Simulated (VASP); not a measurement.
Consider the following.

```yaml
crystal:
  lattice:
    - [1.77821, -3.07996, 0.00000]
    - [1.77821, 3.07996, 0.00000]
    - [0.00000, 0.00000, 5.52227]
  atoms:
    - { symbol: Tm, position: [0.33333, 0.66667, 0.25000] }
    - { symbol: Tm, position: [0.66667, 0.33333, 0.75453] }
```

These are r2SCAN meta-GGA, VASP's PBE PAW potentials (set 64) (plane waves; VASP) values and carry that method's errors. Numerical set-up: 480 eV cut-off, 12×12×6 Γ-centred mesh, first-order Methfessel-Paxton smearing of 0.10 eV, potentials Tm_3.

The 4f electrons are frozen in the core of the lanthanide potential, so 4f levels, which can set the real gap, and their magnetism are missing.

**Question.** Give the force on each atom (eV/Å).

**Answer.** 
| atom | Fx | Fy | Fz |
|---|---|---|---|
| Tm1 | 0.000 | 0.000 | 0.123 |
| Tm2 | 0.000 | 0.000 | -0.123 |

**Question.** Give the stress tensor in GPa (positive for a compressed cell).

**Answer.** 
```
 0.10   0.00   0.00
 0.00   0.10   0.00
 0.00   0.00  -0.19
```
The pressure is its mean diagonal, 0.00 GPa.

The compound is Tm in the hcp structure. This cell was strained or had an atom moved on purpose.
